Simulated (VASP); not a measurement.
Method: PBEsol GGA, VASP's PBE PAW potentials (set 64) (plane waves; VASP 6.6.1).

Input for VASP

POSCAR:
```
FeP
1
    3.1070000000     0.0000000000     0.0000000000
    0.0000000000     3.1070000000     0.0000000000
    0.0000000000     0.0000000000     3.1070000000
Fe P
1 1
Direct
  0.0000000000   0.0000000000   0.0000000000
  0.5000000000   0.5000000000   0.5000000000
```

**INCAR**
```
SYSTEM  =  FeP
PREC  =  Accurate; ENCUT  =  400; LREAL  =  .FALSE.
LASPH  =  .TRUE.
EDIFF  =  1E-6; NELM  =  100; ALGO  =  Normal
LMAXMIX  =  4
ISMEAR  =  1; SIGMA  =  0.1
GGA  =  PS
MAGMOM  =  4.0 0.0
ISPIN  =  2
IBRION  =  2; NSW  =  60; ISIF  =  3
EDIFFG  =  -0.01
LWAVE  =  .FALSE.; LCHARG  =  .FALSE.; LORBIT  =  10
```

**KPOINTS**
```
kpoints
0
G
 11 11 11
```

POTCAR, in this order: Fe P (PBE.64 set). Program: vasp_std.

What VASP printed:

File OSZICAR:
```
       N       E                     dE             d eps       ncg     rms          rms(c)
DAV:   1     0.441997347042E+02    0.44200E+02   -0.50600E+03  2724   0.890E+02
DAV:   2    -0.133378127690E+02   -0.57538E+02   -0.52053E+02  2732   0.185E+02
DAV:   3    -0.162292430489E+02   -0.28914E+01   -0.27512E+01  3356   0.470E+01
DAV:   4    -0.162899331539E+02   -0.60690E-01   -0.60606E-01  3032   0.646E+00
DAV:   5    -0.162913844629E+02   -0.14513E-02   -0.14509E-02  3364   0.108E+00    0.141E+01
DAV:   6    -0.224574191162E+02   -0.61660E+01   -0.69656E+01  3036   0.122E+02    0.364E+01
DAV:   7    -0.140661537809E+02    0.83913E+01   -0.46765E+01  3152   0.906E+01    0.372E+00
DAV:   8    -0.141364598204E+02   -0.70306E-01   -0.74424E-01  2980   0.707E+00    0.177E+00
DAV:   9    -0.141395359842E+02   -0.30762E-02   -0.52137E-02  3324   0.322E+00    0.120E+00
DAV:  10    -0.141367601052E+02    0.27759E-02   -0.67374E-03  4032   0.123E+00    0.331E-01
DAV:  11    -0.141361638774E+02    0.59623E-03   -0.85685E-04  3468   0.286E-01    0.131E-01
DAV:  12    -0.141360655210E+02    0.98356E-04   -0.45398E-04  3824   0.210E-01    0.664E-02
DAV:  13    -0.141360501753E+02    0.15346E-04   -0.25480E-05  3108   0.783E-02    0.222E-02
DAV:  14    -0.141360507541E+02   -0.57878E-06   -0.39793E-06  2576   0.231E-02
   1 F= -.14136051E+02 E0= -.14135643E+02  d E =-.141361E+02  mag=     2.3586
       N       E                     dE             d eps       ncg     rms          rms(c)
DAV:   1    -0.287862045149E+02   -0.14650E+02   -0.19124E+02  3132   0.243E+02    0.422E+01
DAV:   2    -0.325582872710E+02   -0.37721E+01   -0.18025E+02  2848   0.222E+02    0.358E+01
DAV:   3    -0.161825172067E+02    0.16376E+02   -0.10681E+02  3176   0.164E+02    0.133E+01
DAV:   4    -0.155097598471E+02    0.67276E+00   -0.33872E+00  3772   0.221E+01    0.833E+00
DAV:   5    -0.154233306940E+02    0.86429E-01   -0.20118E-01  3580   0.406E+00    0.582E+00
DAV:   6    -0.153779906310E+02    0.45340E-01   -0.98575E-02  3220   0.367E+00    0.171E+00
DAV:   7    -0.153735043787E+02    0.44863E-02   -0.23469E-02  3600   0.221E+00    0.490E-01
DAV:   8    -0.153740739320E+02   -0.56955E-03   -0.17705E-03  3368   0.620E-01    0.158E-01
DAV:   9    -0.153740762484E+02   -0.23164E-05   -0.13097E-04  3260   0.152E-01    0.567E-02
DAV:  10    -0.153740727066E+02    0.35418E-05   -0.39190E-06  2856   0.221E-02    0.188E-02
DAV:  11    -0.153740727627E+02   -0.56132E-07   -0.39627E-06  2208   0.264E-02
   2 F= -.15374073E+02 E0= -.15374518E+02  d E =-.123802E+01  mag=     0.7991
       N       E                     dE             d eps       ncg     rms          rms(c)
DAV:   1    -0.153852127172E+02   -0.11140E-01   -0.15663E-01  2844   0.749E+00    0.980E-01
DAV:   2    -0.153947140669E+02   -0.95013E-02   -0.20266E-01  3060   0.774E+00    0.120E+00
DAV:   3    -0.153759309066E+02    0.18783E-01   -0.82731E-02  3056   0.484E+00    0.233E-01
DAV:   4    -0.153755458468E+02    0.38506E-03   -0.14025E-03  2876   0.365E-01    0.111E-01
DAV:   5    -0.153755176089E+02    0.28238E-04   -0.66884E-05  3696   0.124E-01    0.324E-02
DAV:   6    -0.153755139807E+02    0.36281E-05   -0.59839E-06  2932   0.209E-02    0.190E-02
DAV:   7    -0.153755110311E+02    0.29497E-05   -0.41134E-06  1828   0.186E-02    0.356E-03
DAV:   8    -0.153755111380E+02   -0.10696E-06   -0.54212E-07  1356   0.941E-03
   3 F= -.15375511E+02 E0= -.15375904E+02  d E =-.123946E+01  mag=     0.7967
```

OUTCAR:
```
------------------------ aborting loop because EDIFF is reached ----------------------------------------
  FORCE on cell =-STRESS in cart. coord.  units (eV):
  Direction    XX          YY          ZZ          XY          YZ          ZX
  --------------------------------------------------------------------------------------
  Total       -0.0125926     -0.0125926     -0.0125926      0.0000000      0.0000000      0.0000000
  in kB       -0.9673782     -0.9673782     -0.9673782      0.0000000      0.0000000      0.0000000
  external PRESSURE =      -0.9673782 kB  Pullay stress =       0.0000000 kB
  volume of cell :       20.86
      direct lattice vectors                 reciprocal lattice vectors
     2.752597777  0.000000000  0.000000000     0.363293180  0.000000000 -0.000000000
    -0.000000000  2.752597777 -0.000000000    -0.000000000  0.363293180  0.000000000
     0.000000000 -0.000000000  2.752597777    -0.000000000  0.000000000  0.363293180
 POSITION                                       TOTAL-FORCE (eV/Angst)
 -----------------------------------------------------------------------------------
      0.00000      0.00000      0.00000        -0.000000     -0.000000      0.000000
      1.37630      1.37630      1.37630         0.000000      0.000000      0.000000
 -----------------------------------------------------------------------------------
    total drift:                                0.000000      0.000000      0.000000
  FREE ENERGIE OF THE ION-ELECTRON SYSTEM (eV)
  ---------------------------------------------------
  free  energy   TOTEN  =       -15.3755111380 eV

  energy  without entropy=      -15.3766886279  energy(sigma->0) =      -15.37590363

 total charge

# of ion       s       p       d       tot
------------------------------------------
    1        0.423   0.612   6.621   7.656
    2        1.041   1.357   0.000   2.398
--------------------------------------------------
tot          1.463   1.969   6.621  10.053

 magnetization (x)

# of ion       s       p       d       tot
------------------------------------------
    1        0.002  -0.007   0.816   0.811
    2        0.009   0.001   0.000   0.010
--------------------------------------------------
tot          0.011  -0.006   0.816   0.820

 reached required accuracy - stopping structural energy minimisation
```
(Selected blocks of OUTCAR.)

### CONTCAR
```
FeP
   1.00000000000000
     2.7525977766205529    0.0000000000000000    0.0000000000000000
    -0.0000000000000000    2.7525977766205529   -0.0000000000000000
     0.0000000000000000   -0.0000000000000000    2.7525977766205529
  Fe              P
     1     1
Direct
     0.0000000000000000    0.0000000000000000    0.0000000000000000
     0.5000000000000000    0.5000000000000000    0.5000000000000000
```

Energy and stress use the plane-wave basis of the starting cell.

The structure was generated: FeP was put into the CsCl type type (Pm-3m), which need not be its known phase. This run relaxes it. Symmetry was kept, so distortions that lower it aren't found.
